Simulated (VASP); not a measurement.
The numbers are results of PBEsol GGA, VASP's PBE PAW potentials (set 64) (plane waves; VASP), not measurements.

VASP input:

**KPOINTS**
```
K-points
0
Gamma
7 7 7
```

INCAR:
```
! general
SYSTEM   =  Li2Se
PREC     =  Accurate
ENCUT    =  620
LREAL    =  F
LASPH    =  T

! electronic loop
EDIFF    =  1E-6
NELM     =  100
ALGO     =  Normal
LMAXMIX  =  4

! smearing
ISMEAR   =  0
SIGMA    =  0.05

! functional
GGA      =  PS

! ions
IBRION   =  2
NSW      =  40
ISIF     =  3
EDIFFG   =  -0.02
PSTRESS  =  300

! output
LWAVE    =  F
LCHARG   =  F
```

File POSCAR:
```
Li2Se
1
    0.0000000000     2.6812193443     2.6812193443
    2.6812193443     0.0000000000     2.6812193443
    2.6812193443     2.6812193443     0.0000000000
Li Se
2 1
Direct
  0.2500000000   0.2500000000   0.2500000000
  0.7500000000   0.7500000000   0.7500000000
  0.0000000000   0.0000000000   0.0000000000
```

POTCAR, in this order: Li_sv Se (PBE.64 set). Program: vasp_std.

Energy and stress use the plane-wave basis of the starting cell.

Task: Estimate the energy per atom (σ→0), volume per atom.

Result: 
```yaml
energy per atom (σ→0): -3.462 eV/atom
volume_per_atom: 11.82 Å^3/atom
```

File OSZICAR:
```
...
DAV:   1    -0.104132282837E+02   -0.26251E+00   -0.62260E-01   424   0.666E+00    0.112E+00
DAV:   2    -0.103943570353E+02    0.18871E-01   -0.87946E-02   550   0.232E+00    0.654E-01
DAV:   3    -0.103876667921E+02    0.66902E-02   -0.18058E-02   428   0.853E-01    0.274E-01
DAV:   4    -0.103875175276E+02    0.14926E-03   -0.93131E-04   600   0.223E-01    0.126E-01
DAV:   5    -0.103874999267E+02    0.17601E-04   -0.16311E-04   628   0.111E-01    0.335E-02
DAV:   6    -0.103874935025E+02    0.64243E-05   -0.23787E-05   630   0.507E-02    0.867E-03
DAV:   7    -0.103874939744E+02   -0.47194E-06   -0.18746E-06   324   0.135E-02
   3 F= -.37492850E+01 E0= -.37492850E+01  d E =-.101320E+00
```

The compound is Li2Se in the antifluorite structure. This run relaxes it under an external pressure of 30 GPa. Symmetry was kept, so distortions that lower it aren't found.
